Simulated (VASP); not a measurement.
The input files of a VASP run:

INCAR:
```
# general
SYSTEM =CuI
PREC   =Accurate
ENCUT  =500
LREAL  =.FALSE.   # projection in real space or not
LASPH  =.TRUE.   # aspherical one-centre terms

# electronic loop
EDIFF  =1E-6
NELM   =100
ALGO   =Normal   # blocked Davidson
LMAXMIX=4

# smearing
ISMEAR =0   # Gaussian
SIGMA  =0.05   # width (eV)

# functional
GGA    =PS   # PBEsol

# ions
IBRION =2   # conjugate gradients
NSW    =40   # most ionic steps
ISIF   =3
EDIFFG =-0.02
PSTRESS=300

# output
LWAVE  =.FALSE.
LCHARG =.FALSE.
```

### KPOINTS
```
K-points
0
Gamma
 9 9 9
0 0 0
```

File POSCAR:
```
CuI
1
    0.0000000000     2.6978346816     2.6978346816
    2.6978346816     0.0000000000     2.6978346816
    2.6978346816     2.6978346816     0.0000000000
Cu I
1 1
Direct
  0.0000000000   1.0000000000   0.0000000000
  0.2500000000   0.2500000000   0.2500000000
```

POTCAR, in this order: Cu I (PBE.64 set). Program: vasp_std.

Write an equivalent input for Quantum ESPRESSO's pw.x.

One equivalent input (not run):
```
&CONTROL
  calculation = 'vc-relax'
  pseudo_dir = './pseudo'
  outdir = './out'
  tprnfor = .true.
  tstress = .true.
  nstep = 40
  forc_conv_thr = 0.00078
/
&SYSTEM
  ibrav = 0
  nat = 2
  ntyp = 2
  ecutwfc = 92
  occupations = 'smearing'
  smearing = 'gaussian'
  degauss = 0.003675
  input_dft = 'pbesol'
/
&ELECTRONS
  conv_thr = 7.3e-08
  electron_maxstep = 100
/
&IONS
/
&CELL
  press = 300
/
ATOMIC_SPECIES
  Cu 63.546 Cu.upf
  I 126.904 I.upf
CELL_PARAMETERS angstrom
     0.0000000    2.6978347    2.6978347
     2.6978347    0.0000000    2.6978347
     2.6978347    2.6978347    0.0000000
ATOMIC_POSITIONS crystal
  Cu   0.0000000  1.0000000  0.0000000
  I    0.2500000  0.2500000  0.2500000
K_POINTS automatic
  9 9 9 0 0 0
```
Limits of the translation: the potentials are each code's own (VASP's PAW set, PseudoDojo norm-conserving files in pw.x), so ENCUT and ecutwfc are chosen apart and not converted; conv_thr bounds pw.x's estimated SCF error, while EDIFF bounds the energy change between steps; forc_conv_thr acts on force components and is met together with etot_conv_thr.

The compound is CuI in the zinc blende structure. This run relaxes it under an external pressure of 30 GPa. Symmetry was kept, so distortions that lower it aren't found.
